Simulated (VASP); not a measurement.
A VASP calculation is set up with these files.

File POSCAR:
```
Cd2SeS
1
    4.2204944696    -0.0000000000     0.0000000000
   -2.1102472348     3.6550553547    -0.0000000000
    0.0000000000     0.0000000000     6.8690319257
Cd Se S
2 1 1
Direct
  0.0000000000   0.0000000000   0.4896890122
  0.3333330000   0.6666670000   0.0099705543
  0.3333330000   0.6666670000   0.6261774218
  1.0000000000   0.0000000000   0.1221630117
```

### KPOINTS
```
Automatic
0
gamma
6 6 3
```

### INCAR
```
NELM=100   ! most electronic steps
LWAVE=.False.
GGA=PS
LMAXMIX=4   ! l cut-off of mixed one-centre charges
IBRION=2
ENCUT=400
PREC=Accurate
ISMEAR=0   ! Gaussian
NSW=60   ! most ionic steps
LCHARG=.False.
EDIFFG=-0.02   ! ionic stop
LREAL=.False.   ! projection in real space or not
LASPH=.True.   ! aspherical one-centre terms
ALGO=Normal   ! blocked Davidson
SIGMA=0.05
SYSTEM=Cd2SeS
EDIFF=1E-6   ! SCF stop (eV)
ISIF=3   ! ions, shape and volume
```

POTCAR, in this order: Cd Se S (PBE.64 set). Program: vasp_std.

Question: Write an equivalent input for Quantum ESPRESSO's pw.x.

Answer: One equivalent input (not run):
```
&CONTROL
  calculation = 'vc-relax'
  pseudo_dir = './pseudo'
  outdir = './out'
  tprnfor = .true.
  tstress = .true.
  nstep = 60
  forc_conv_thr = 0.00078
/
&SYSTEM
  ibrav = 0
  nat = 4
  ntyp = 3
  ecutwfc = 102
  occupations = 'smearing'
  smearing = 'gaussian'
  degauss = 0.003675
  input_dft = 'pbesol'
/
&ELECTRONS
  conv_thr = 7.3e-08
  electron_maxstep = 100
/
&IONS
/
&CELL
/
ATOMIC_SPECIES
  Cd 112.414 Cd.upf
  Se 78.971 Se.upf
  S 32.060 S.upf
CELL_PARAMETERS angstrom
     4.2204945   -0.0000000    0.0000000
    -2.1102472    3.6550554   -0.0000000
     0.0000000    0.0000000    6.8690319
ATOMIC_POSITIONS crystal
  Cd   0.0000000  0.0000000  0.4896890
  Cd   0.3333330  0.6666670  0.0099706
  Se   0.3333330  0.6666670  0.6261774
  S    1.0000000  0.0000000  0.1221630
K_POINTS automatic
  6 6 3 0 0 0
```
Limits of the translation: the potentials are each code's own (VASP's PAW set, PseudoDojo norm-conserving files in pw.x), so ENCUT and ecutwfc are chosen apart and not converted; conv_thr bounds pw.x's estimated SCF error, while EDIFF bounds the energy change between steps; forc_conv_thr acts on force components and is met together with etot_conv_thr.

The structure comes from a computed database's Cd2SeS entry (P3m1); how it stands against other phases isn't given here. This run relaxes it. Symmetry was kept, so distortions that lower it aren't found. The start is the result of an earlier pass.
